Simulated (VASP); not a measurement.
## SnTe: band structure with PBE

The system is SnTe.

```
Sn Te
1.0
     0.00000    3.40238    3.40238
     3.40238    0.00000    3.40238
     3.40238    3.40238    0.00000
Sn Te
1 1
Direct
  0.00000 0.00000 0.00000
  0.50000 0.50000 0.50000
```

| Quantity | Value |
| --- | --- |
| Program | VASP 6.6.1 |
| Task | band structure |
| Functional | PBE |
| Potentials or basis | VASP PAW PBE potentials, release 64 (Sn_d, Te) |
| Cutoff | 520 eV |
| k mesh | 2 × 2 × 2 |
| Occupations | gaussian, width 0.02 eV |
| Spin | no spin polarisation |
| Further INCAR settings | ALGO = Fast; EDIFF = 1e-07 |

```yaml
Band_gap_on_the_k_mesh: 0.27 eV, direct
Band_gap_along_the_path: 0.27 eV, direct
```

Levels at the corners of the path, in eV from the valence-band top:
| point | band 8 | band 9 | band 10 | band 11 | band 12 | band 13 |
| --- | --- | --- | --- | --- | --- | --- |
| Γ | -1.19 | -1.19 | -1.19 | 2.94 | 2.94 | 2.94 |
| X | -3.83 | -2.42 | -2.42 | 3.20 | 4.06 | 4.06 |
| X | -3.83 | -2.42 | -2.42 | 3.20 | 4.06 | 4.06 |
| W | -3.24 | -3.24 | -0.32 | 0.87 | 4.39 | 4.39 |
| W | -3.24 | -3.24 | -0.32 | 0.87 | 4.39 | 4.39 |
| K | -3.51 | -2.01 | -1.87 | 2.72 | 2.77 | 4.61 |
| K | -3.51 | -2.01 | -1.87 | 2.72 | 2.77 | 4.61 |
| Γ | -1.19 | -1.19 | -1.19 | 2.94 | 2.94 | 2.94 |
| Γ | -1.19 | -1.19 | -1.19 | 2.94 | 2.94 | 2.94 |
| L | -0.79 | -0.79 | 0.00 | 0.27 | 0.66 | 0.66 |
| L | -0.79 | -0.79 | 0.00 | 0.27 | 0.66 | 0.66 |
| U | -3.51 | -2.01 | -1.87 | 2.72 | 2.77 | 4.61 |
| U | -3.51 | -2.01 | -1.87 | 2.72 | 2.77 | 4.61 |
| W | -3.24 | -3.24 | -0.32 | 0.87 | 4.39 | 4.39 |
| W | -3.24 | -3.24 | -0.32 | 0.87 | 4.39 | 4.39 |
| L | -0.79 | -0.79 | 0.00 | 0.27 | 0.66 | 0.66 |
| L | -0.79 | -0.79 | 0.00 | 0.27 | 0.66 | 0.66 |
| K | -3.51 | -2.01 | -1.87 | 2.72 | 2.77 | 4.61 |
| U | -3.51 | -2.01 | -1.87 | 2.72 | 2.77 | 4.61 |
| X | -3.83 | -2.42 | -2.42 | 3.20 | 4.06 | 4.06 |

Run time: 83 s on 1 thread of Intel(R) Xeon(R) Platinum 8259CL CPU @ 2.50GHz (Skylake/Cascade Lake) (shared host), peak memory 0.28 GiB.

Caveat: the k mesh is coarse (spacing up to 0.80 Å⁻¹), so the values aren't converged; the log is that of the step along the path at fixed density, whose energy, stress, charges and moments have no meaning; spin-orbit coupling is left out, which moves the levels of the heavy elements.
